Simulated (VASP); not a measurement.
A convergence study with VASP on AgCl (rock salt): one setting is varied, all else stays as given below, so the limit is that of these other settings.

```
AgCl
1.0
    0.00000     2.77500     2.77500
    2.77500     0.00000     2.77500
    2.77500     2.77500     0.00000
Ag Cl
1 1
Direct
  0.00000   0.00000   0.00000
  0.50000   0.50000   0.50000
```

These are PBE GGA, VASP's PBE PAW potentials (set 64) (plane waves; VASP) values and carry that method's errors. The tightest run used: 550 eV cut-off, 17×17×17 Γ-centred mesh, Gaussian smearing of 0.050 eV, potentials Ag Cl.

```tsv
setting	E (eV/atom)	pressure (GPa)	irreducible k-points
1×1×1 mesh	-1.3660	-0.33	1
2×2×2 mesh	-2.3407	7.12	3
3×3×3 mesh	-2.6685	1.86	4
```

Q: These are the cheaper rows. Estimate the results at 17×17×17 mesh, and how far the last row shown lies from them.

A: 
| quantity | tightest run | last row shown is off by |
|---|---|---|
| E (eV/atom) | -2.6975 | 0.0291 |
| pressure (GPa) | 1.38 | 0.48 |

Left out are rungs that failed or repeat a setting and relaxations that didn't move; long series are thinned to 24 rows.

The compound is AgCl in the rock salt structure. The cell was not relaxed at this level.
